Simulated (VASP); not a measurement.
An input for Ansatz (written as the equivalent of a VASP run, and not itself run):

Ansatz 0.2 input:
```yaml
crystal:
  lattice:
    - [3.6803640, -1.8800000, 0.0000000]
    - [3.6803640, 1.8800000, 0.0000000]
    - [2.7200240, 0.0000000, 3.1114220]
  atoms:
    - { symbol: As, position: [0.2270000, 0.2270000, 0.2270000] }
    - { symbol: As, position: [0.7730000, 0.7730000, 0.7730000] }
kpoints:
  mp_grid: { grid: [11, 11, 11] }
hamiltonian:
  xc: r2scan
  pseudopotentials: { kind: paw }
scf:
  occupations: { method: methfessel_paxton, width: 0.1 }
  max_iter: 100
relax:
  max_steps: 60
  f_tol: 0.01
  cell: {}
output: { forces: true, stress: true, eigenvalues: true }
```

Question: Write the VASP files for the same calculation (r2SCAN).

Answer: Several could match; the one computed here: 
**INCAR**
```
ISMEAR = 1   # Methfessel-Paxton
LCHARG = .FALSE.
EDIFF = 1E-6
LASPH = .TRUE.   # aspherical one-centre terms
NELM = 100   # most electronic steps
LWAVE = .FALSE.
LMAXMIX = 4   # l cut-off of mixed one-centre charges
LREAL = .FALSE.
ISIF = 3
NSW = 60   # most ionic steps
METAGGA = R2SCAN
PREC = Accurate
ALGO = Normal
LMIXTAU = .TRUE.
ENCUT = 520   # plane-wave cut-off (eV)
SYSTEM = As
EDIFFG = -0.01
IBRION = 2
SIGMA = 0.1
```

### POSCAR
```
As
1
    3.6803640000    -1.8800000000     0.0000000000
    3.6803640000     1.8800000000     0.0000000000
    2.7200240000     0.0000000000     3.1114220000
As
2
Direct
  0.2270000000   0.2270000000   0.2270000000
  0.7730000000   0.7730000000   0.7730000000
```

KPOINTS:
```
kpoints
0
G
11 11 11
0 0 0
```

POTCAR, in this order: As (PBE.64 set). Program: vasp_std.

Limits of the translation: each code has its own PAW files, so the cut-off isn't converted (ENCUT is set for VASP's; basis.ecutwfc is left out, and Ansatz then takes the one that its files recommend); Ansatz stops its SCF on the density residual and VASP on the energy change (EDIFF).

The compound is As in the a7 structure. This run relaxes it. Symmetry was kept, so distortions that lower it aren't found.
